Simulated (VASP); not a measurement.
Crystal: Ti7Mo.

```
Mo Ti
1.0
     6.53021    0.00000    0.00000
     0.00000    6.53021    0.00000
     0.00000    0.00000    6.53021
Mo Ti
2 14
Direct
  0.00000 0.00000 0.00000
  0.25000 0.25000 0.25000
  0.50000 0.00000 0.00000
  0.00000 0.50000 0.00000
  0.00000 0.00000 0.50000
  0.50000 0.50000 0.00000
  0.50000 0.00000 0.50000
  0.75000 0.25000 0.25000
  0.00000 0.50000 0.50000
  0.25000 0.75000 0.25000
  0.25000 0.25000 0.75000
  0.50000 0.50000 0.50000
  0.75000 0.75000 0.25000
  0.75000 0.25000 0.75000
  0.25000 0.75000 0.75000
  0.75000 0.75000 0.75000
```

The cell was built by a generator and needn't be a form met in nature.

```yaml
Program: VASP 6.6.1
Task: relaxation of cell and atoms
Functional: PBEsol
Potentials_or_basis: VASP PAW PBE potentials, release 64 (Mo_sv, Ti_sv)
Cutoff: 600 eV
k_mesh: 6 × 6 × 6
Occupations: methfessel-paxton, width 0.1 eV
Spin: no spin polarisation
```

At the start: pressure -9.0 GPa; volume 17.40 Å³/atom.

Task: Where does the relaxation end?

Result: Over 29 steps the energy falls by 73.7 meV/atom and the volume is 16.33 Å³/atom (-6.2 %); space group R-3m (No. 166, to 0.05 Å).

Step by step:
```csv
step,energy change (eV),largest force (eV/Å),pressure (GPa),volume (Å³)
1,0.0000,0.6671,-8.96,278.47
2,-0.3576,0.4211,10.03,241.05
3,-0.7627,0.5676,0.86,255.94
4,-0.7627,0.5634,1.12,255.51
5,-0.9396,0.4063,1.18,256.10
6,-1.1015,0.4383,1.82,257.45
7,-1.0998,0.2191,-2.64,267.02
8,-1.1359,0.3200,-0.46,262.12
9,-1.1556,0.1666,-0.15,261.42
10,-1.1604,0.1010,0.13,260.85
11,-1.1650,0.0924,-0.13,261.36
12,-1.1665,0.0844,-0.40,261.88
13,-1.1689,0.0885,-0.03,261.10
14,-1.1688,0.0915,0.28,260.51
15,-1.1691,0.0902,0.16,260.81
16,-1.1704,0.0761,0.12,260.89
17,-1.1730,0.0430,0.00,261.12
18,-1.1708,0.0978,-0.16,261.59
19,-1.1733,0.0573,-0.07,261.25
20,-1.1750,0.0348,0.07,260.95
21,-1.1754,0.0359,0.19,260.71
22,-1.1763,0.0305,-0.11,261.35
23,-1.1763,0.0306,-0.13,261.35
24,-1.1773,0.0235,-0.10,261.25
25,-1.1778,0.0252,0.02,261.08
26,-1.1783,0.0168,0.02,261.14
27,-1.1785,0.0195,0.00,261.25
28,-1.1786,0.0124,-0.03,261.27
29,-1.1787,0.0070,-0.03,261.29
```

Final structure:
```
CELL_PARAMETERS angstrom
6.39351 0.05321 0.05321
0.05321 6.39351 0.05321
0.05321 0.05321 6.39351
ATOMIC_POSITIONS crystal
Mo 0.99975 0.99975 0.99975
Mo 0.25025 0.25025 0.25025
Ti 0.49355 0.01493 0.01493
Ti 0.01493 0.49355 0.01493
Ti 0.01493 0.01493 0.49355
Ti 0.48677 0.48677 0.00431
Ti 0.48677 0.00431 0.48677
Ti 0.75645 0.23507 0.23507
Ti 0.00431 0.48677 0.48677
Ti 0.23507 0.75645 0.23507
Ti 0.23507 0.23507 0.75645
Ti 0.49999 0.49999 0.49999
Ti 0.76323 0.76323 0.24569
Ti 0.76323 0.24569 0.76323
Ti 0.24569 0.76323 0.76323
Ti 0.75001 0.75001 0.75001
```

Caveat: the PAW data sets were made with another functional, which shifts forces and pressure a little.
